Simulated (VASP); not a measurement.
Runs of VASP 6.6.1 on As. It takes space group R-3m (No. 166, trigonal). Conventional cell: a = 3.762 Å, b = 3.762 Å, c = 10.542 Å, α = 90.00°, β = 90.00°, γ = 120.00°. As (site symmetry 3m) has 3 As at 2.51 Å as nearest neighbours. 

| level | potentials or basis | gap on the mesh (eV) | pressure (GPa) | relaxed volume (Å³/atom) | largest force (eV/Å) |
| --- | --- | --- | --- | --- | --- |
| PBEsol | VASP PAW PBE potentials, release 64 (As) | none | 0.0 | 20.92 | - |
| LDA | VASP PAW LDA potentials, release 64 (As) | none | 0.0 | 20.43 | 0.01 |
| r2SCAN | VASP PAW PBE potentials, release 64 (As) | (a) | 0.0 | 28.31 | - |
| PBE | VASP PAW PBE potentials, release 64 (As) | none | 0.0 | (b) | 0.01 |
| PBE+D3(BJ) | VASP PAW PBE potentials, release 64 (As) | none | 0.0 | 20.94 | - |

Alike in all rows: task relaxation of cell and atoms; no spin polarisation; cell relaxed; k mesh 12 × 12 × 10; cutoff (eV) 600; smearing gaussian 0.03 eV.

Problem. Estimate the missing entries.

Solution. (a) 0.58; (b) 22.68.

Caveats: the PAW data sets were made with another functional, which shifts forces and pressure a little (some runs); the volume moved by over 15 % at a fixed basis, so the end points are rough (some runs); the volume moved by +32 % from the deposited cell, more than functionals usually miss (some runs); pairwise dispersion overbinds metals, which lowers pressure and volume (some runs).

A k mesh can miss the band edges, and the runs leave out spin-orbit coupling on As.

A gap of «none» marks a metal or a gap under the smearing width.

Not every run made on this cell is shown here.
